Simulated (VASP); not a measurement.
Runs of VASP 6.6.1 on Ni. It takes space group Fm-3m (No. 225, cubic). The conventional cell has a = 3.524 Å, b = 3.524 Å, c = 3.524 Å, α = 90.00°, β = 90.00°, γ = 90.00°. Around Ni (site symmetry m-3m) lie 12 Ni at 2.49 Å. 

```csv
k mesh,cutoff (eV),mesh quality,gap on the mesh (eV),pressure (GPa),moment (μB)
14 × 14 × 14,450,not flagged,none,-1.3,0.59
14 × 14 × 14,350,not flagged,none,-1.5,0.60
12 × 12 × 12,520,not flagged,none,-0.5,(b)
14 × 14 × 14,700,not flagged,none,-1.1,0.59
16 × 16 × 16,520,not flagged,none,(a),0.60
22 × 22 × 22,520,not flagged,none,-0.9,0.64
10 × 10 × 10,520,not flagged,none,-0.4,0.72
14 × 14 × 14,300,not flagged,none,-,0.59
4 × 4 × 4,520,coarse,none,-4.2,0.59
26 × 26 × 26,520,not flagged,none,-0.9,0.63
8 × 8 × 8,520,coarse,none,-0.6,0.70
14 × 14 × 14,520,not flagged,none,-1.1,0.59
```

Alike in all rows: task single point; level PBE; potentials or basis VASP PAW PBE potentials, release 64 (Ni); spin collinear, ferromagnetic start; cell as given; smearing gaussian 0.1 eV.

Q: Estimate the missing entries.

A: (a) -1.2; (b) 0.68.

Caveats: some runs use coarse meshes; the cutoff is under 1.25 times the usual one of these potentials, so pressure, stress and relaxed cells hold a basis-set (Pulay) error (some runs).

A gap of «none» marks a metal or a gap under the smearing width.
